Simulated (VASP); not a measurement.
Energy against volume of AgCl (rock salt). All values below come from AM05 GGA, VASP's PBE PAW potentials (set 64) (plane waves; VASP 6.6.1). Settings: 520 eV cut-off, 8×8×8 Γ-centred mesh, Gaussian smearing of 0.050 eV, potentials Ag Cl.

```tsv
V (Å³/atom)	E (eV/atom)
19.360	-2.75187
19.977	-2.76223
20.595	-2.76559
21.213	-2.76317
```

Task: Fit these four points and predict the energy of the run at 21.831 Å³/atom.

Result: A cubic in V^(−2/3), the third-order Birch-Murnaghan form, passes through the four points with V0 = 20.63 Å³/atom and B0 = 49 GPa, and gives -2.7560 eV/atom there. The run gave -2.7560 eV/atom, +0.0 meV/atom from the fit; all five points give B0 = 49 GPa.

The compound is AgCl in the rock salt structure. It was relaxed first.
